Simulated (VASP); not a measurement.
Given:

```yaml
crystal:
  lattice:
    - [0.00000, 3.19500, 3.19500]
    - [3.19500, 0.00000, 3.19500]
    - [3.19500, 3.19500, 0.00000]
  atoms:
    - { symbol: Mg, position: [0.25000, 0.25000, 0.25000] }
    - { symbol: Mg, position: [0.75000, 0.75000, 0.75000] }
    - { symbol: Ge, position: [0.00000, 0.00000, 0.00000] }
```

The numbers are results of PBE GGA, VASP's PBE PAW potentials (set 64) (plane waves; VASP), not measurements. Settings: 300 eV cut-off, 7×7×7 Γ-centred mesh, Fermi-Dirac smearing of 0.020 eV, potentials Mg Ge_d.

**Question.** Predict the energy per atom (σ→0).

**Answer.** 
The energy per atom (σ→0) is -2.782 eV/atom.

Total energies compare only between runs with the same potentials, cut-off and functional.

The structure is a typed Mg2Ge crystal (Fm-3m). The cell was not relaxed at this level.
